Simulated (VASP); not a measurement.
The system is CaO.

```
CELL_PARAMETERS angstrom
0.00000 2.40750 2.40750
2.40750 0.00000 2.40750
2.40750 2.40750 0.00000
ATOMIC_POSITIONS crystal
Ca 0.00000 0.00000 0.00000
O 0.50000 0.50000 0.50000
```

The cell was built by a generator and isn't the measured one.

Program: VASP 6.6.1. Alike in all runs: task single point; no spin polarisation; cell as given; cutoff (eV) 520; smearing fermi-dirac 0.05 eV.

**Question.** Order these runs on this cell by their band gap on the k mesh, lowest first.
A. level HSE06; potentials or basis VASP PAW PBE potentials, release 64 (Ca_sv, O); k mesh 8 × 8 × 8; grid for exact exchange (PRECFOCK) Fast; screening parameter 0.2 1/A
B. level LDA; potentials or basis VASP PAW LDA potentials, release 64 (Ca_sv, O); k mesh 12 × 12 × 12
C. level PBE0; potentials or basis VASP PAW PBE potentials, release 64 (Ca_sv, O); k mesh 8 × 8 × 8; grid for exact exchange (PRECFOCK) Fast; exchange at q = 0 default
D. level r2SCAN; potentials or basis VASP PAW PBE potentials, release 64 (Ca_sv, O); k mesh 8 × 8 × 8

**Answer.** B (3.46 eV), D (4.19 eV), A (5.32 eV), C (6.04 eV).

A k mesh can miss the band edges.

Runs at the PBE level aren't shown here.
